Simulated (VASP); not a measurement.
An input for Quantum ESPRESSO's pw.x (written as the equivalent of a VASP run, and not itself run):

```
&CONTROL
  calculation = 'vc-relax'
  pseudo_dir = './pseudo'
  outdir = './out'
  tprnfor = .true.
  tstress = .true.
  nstep = 30
  forc_conv_thr = 0.00039
/
&SYSTEM
  ibrav = 0
  nat = 2
  ntyp = 1
  ecutwfc = 78
  occupations = 'smearing'
  smearing = 'methfessel-paxton'
  degauss = 0.00735
  input_dft = 'revpbe'
/
&ELECTRONS
  conv_thr = 7.3e-09
  electron_maxstep = 100
/
&IONS
/
&CELL
  cell_dofree = 'shape'
/
ATOMIC_SPECIES
  Sc 44.956 Sc.upf
CELL_PARAMETERS angstrom
     1.6913697   -2.9295381    0.0000000
     1.6913697    2.9295381    0.0000000
     0.0000000    0.0000000    5.2665082
ATOMIC_POSITIONS crystal
  Sc   0.3333330  0.6666670  0.2500000
  Sc   0.6666670  0.3333330  0.7500000
K_POINTS automatic
  13 13 7 0 0 0
```

Question: Write the VASP files for the same calculation (revPBE).

Answer: This is not unique; one that fits is 
**INCAR**
```
! general
SYSTEM =Sc
PREC   =Accurate
ENCUT  =520
LREAL  =.FALSE.
LASPH  =.TRUE.

! electronic loop
EDIFF  =1E-7
NELM   =100
ALGO   =Normal
LMAXMIX=4

! smearing
ISMEAR =1
SIGMA  =0.1

! functional
GGA    =RE

! ions
IBRION =2
NSW    =30
ISIF   =4
EDIFFG =-0.01

! output
LWAVE  =.FALSE.
LCHARG =.FALSE.
```

### POSCAR
```
Sc
1
    1.6913696695    -2.9295381114     0.0000000000
    1.6913696695     2.9295381114     0.0000000000
    0.0000000000     0.0000000000     5.2665082158
Sc
2
Direct
  0.3333330000   0.6666670000   0.2500000000
  0.6666670000   0.3333330000   0.7500000000
```

File KPOINTS:
```
Automatic mesh
0
Gamma
13 13 7
0 0 0
```

POTCAR, in this order: Sc_sv (PBE.64 set). Program: vasp_std.

Limits of the translation: the potentials are each code's own (VASP's PAW set, PseudoDojo norm-conserving files in pw.x), so ENCUT and ecutwfc are chosen apart and not converted; conv_thr bounds pw.x's estimated SCF error, while EDIFF bounds the energy change between steps; forc_conv_thr acts on force components and is met together with etot_conv_thr.

The compound is Sc in the hcp structure. This cell is one point of a volume scan, at 1.03 of the reference volume. Symmetry was kept, so distortions that lower it aren't found.
